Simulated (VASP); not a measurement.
All values below come from revTPSS meta-GGA, VASP's PBE PAW potentials (set 64) (plane waves; VASP).

The input files of a VASP run:

INCAR:
```
SYSTEM=SrCl2
PREC=Accurate; ENCUT=520; LREAL=.FALSE.
LASPH=.TRUE.
EDIFF=1E-6; NELM=100; ALGO=Normal
LMAXMIX=4; LMIXTAU=.TRUE.
ISMEAR=0; SIGMA=0.05
METAGGA=RTPSS
IBRION=2; NSW=60; ISIF=3
EDIFFG=-0.02
LWAVE=.FALSE.; LCHARG=.FALSE.
```

**KPOINTS**
```
K-points
0
G
5 5 5
```

### POSCAR
```
SrCl2
1.0
  0.0000000000   3.4604136042   3.4604136042
  3.4604136042   0.0000000000   3.4604136042
  3.4604136042   3.4604136042   0.0000000000
Sr Cl
1 2
Cartesian
  3.4604136042   6.9208272084   3.4604136042
  1.7302068021   1.7302068021   1.7302068021
  5.1906204063   5.1906204063   5.1906204063
```

POTCAR, in this order: Sr_sv Cl (PBE.64 set). Program: vasp_std.

Output of the run:

File OSZICAR:
```
       N       E                     dE             d eps       ncg     rms          rms(c)
DAV:   1     0.179518499014E+03    0.17952E+03   -0.12181E+04   320   0.143E+03
DAV:   2     0.180367888783E+02   -0.16148E+03   -0.15546E+03   416   0.270E+02
DAV:   3     0.910345409522E+01   -0.89333E+01   -0.89270E+01   424   0.704E+01
DAV:   4     0.897931836915E+01   -0.12414E+00   -0.12413E+00   520   0.812E+00
DAV:   5     0.897839893835E+01   -0.91943E-03   -0.91943E-03   448   0.464E-01    0.954E+01
DAV:   6    -0.473174910860E+01   -0.13710E+02   -0.45743E+01   344   0.702E+01    0.222E+01
DAV:   7    -0.526038268895E+01   -0.52863E+00   -0.23051E+00   512   0.161E+01    0.178E+01
DAV:   8    -0.516574058796E+01    0.94642E-01   -0.25796E-01   352   0.504E+00    0.102E+01
DAV:   9    -0.526125298776E+01   -0.95512E-01   -0.34249E-01   352   0.582E+00    0.246E+00
DAV:  10    -0.533966112612E+01   -0.78408E-01   -0.51813E-02   400   0.193E+00    0.724E-01
DAV:  11    -0.533941318974E+01    0.24794E-03   -0.17931E-02   488   0.102E+00    0.104E+00
DAV:  12    -0.534736079798E+01   -0.79476E-02   -0.96590E-03   392   0.895E-01    0.285E-01
DAV:  13    -0.534992594469E+01   -0.25651E-02   -0.17000E-03   400   0.397E-01    0.383E-02
DAV:  14    -0.535021957863E+01   -0.29363E-03   -0.12913E-03   360   0.279E-01    0.875E-02
DAV:  15    -0.535059082901E+01   -0.37125E-03   -0.16551E-04   424   0.128E-01    0.117E-02
DAV:  16    -0.535057433714E+01    0.16492E-04   -0.15724E-05   360   0.367E-02    0.496E-03
DAV:  17    -0.535060485317E+01   -0.30516E-04   -0.14948E-05   440   0.395E-02    0.712E-03
DAV:  18    -0.535060408876E+01    0.76440E-06   -0.70237E-07   336   0.930E-03
   1 F= -.53506041E+01 E0= -.53506041E+01  d E =-.535060E+01
       N       E                     dE             d eps       ncg     rms          rms(c)
DAV:   1    -0.551899501058E+01   -0.16839E+00   -0.46480E+00   440   0.153E+01    0.305E+00
DAV:   2    -0.537584761841E+01    0.14315E+00   -0.42084E-01   416   0.423E+00    0.121E+00
DAV:   3    -0.535913037683E+01    0.16717E-01   -0.13392E-01   528   0.207E+00    0.786E-01
DAV:   4    -0.536214465400E+01   -0.30143E-02   -0.10810E-02   624   0.825E-01    0.476E-01
DAV:   5    -0.535579824137E+01    0.63464E-02   -0.14010E-02   424   0.922E-01    0.242E-01
DAV:   6    -0.536193510848E+01   -0.61369E-02   -0.10102E-03   448   0.255E-01    0.172E-01
DAV:   7    -0.536561498839E+01   -0.36799E-02   -0.38327E-03   432   0.428E-01    0.739E-02
DAV:   8    -0.536559336004E+01    0.21628E-04   -0.10773E-04   400   0.762E-02    0.746E-02
DAV:   9    -0.536557589005E+01    0.17470E-04   -0.31523E-04   360   0.126E-01    0.337E-02
DAV:  10    -0.536563395998E+01   -0.58070E-04   -0.14114E-04   336   0.115E-01    0.349E-02
DAV:  11    -0.536570665527E+01   -0.72695E-04   -0.29178E-05   368   0.521E-02    0.124E-02
DAV:  12    -0.536570503477E+01    0.16205E-05   -0.13181E-06   344   0.120E-02    0.811E-03
DAV:  13    -0.536570762732E+01   -0.25926E-05   -0.97369E-07   320   0.100E-02    0.253E-03
DAV:  14    -0.536570783928E+01   -0.21196E-06   -0.18653E-07   264   0.445E-03
   2 F= -.53657078E+01 E0= -.53657078E+01  d E =-.151038E-01
```

### OUTCAR
```
------------------------ aborting loop because EDIFF is reached ----------------------------------------
  FORCE on cell =-STRESS in cart. coord.  units (eV):
  Direction    XX          YY          ZZ          XY          YZ          ZX
  --------------------------------------------------------------------------------------
  Total        0.0415700      0.0415700      0.0415700     -0.0000000      0.0000000     -0.0000000
  in kB        0.7744021      0.7744021      0.7744021     -0.0000000      0.0000000     -0.0000000
  external PRESSURE =       0.7744021 kB  Pullay stress =       0.0000000 kB
  volume of cell :       86.01
      direct lattice vectors                 reciprocal lattice vectors
     0.000000000  3.503468061  3.503468061    -0.142715729  0.142715729  0.142715729
     3.503468061 -0.000000000  3.503468061     0.142715729 -0.142715729  0.142715729
     3.503468061  3.503468061  0.000000000     0.142715729  0.142715729 -0.142715729
 POSITION                                       TOTAL-FORCE (eV/Angst)
 -----------------------------------------------------------------------------------
      3.50347      3.50347      0.00000        -0.000000     -0.000000     -0.000000
      1.75173      1.75173      1.75173         0.000000      0.000000     -0.000000
      5.25520      5.25520      5.25520        -0.000000     -0.000000      0.000000
 -----------------------------------------------------------------------------------
    total drift:                                0.000000      0.000000      0.000000
  FREE ENERGIE OF THE ION-ELECTRON SYSTEM (eV)
  ---------------------------------------------------
  free  energy   TOTEN  =        -5.3657078393 eV

  energy  without entropy=       -5.3657078393  energy(sigma->0) =       -5.36570784

 reached required accuracy - stopping structural energy minimisation
```
(Selected blocks of OUTCAR.)

CONTCAR:
```
SrCl2
   1.00000000000000
     0.0000000000000000    3.5034680607746225    3.5034680607746225
     3.5034680607746225   -0.0000000000000000    3.5034680607746225
     3.5034680607746225    3.5034680607746225    0.0000000000000000
  Sr              Cl
     1     2
Direct
     0.0000000000000000    0.0000000000000000    1.0000000000000000
     0.2500000000000000    0.2500000000000000    0.2500000000000000
     0.7500000000000000    0.7500000000000000    0.7500000000000000
```

Energy and stress use the plane-wave basis of the starting cell.

The compound is SrCl2 in the fluorite structure. This run relaxes it. Symmetry was kept, so distortions that lower it aren't found. The start is the result of an earlier pass.
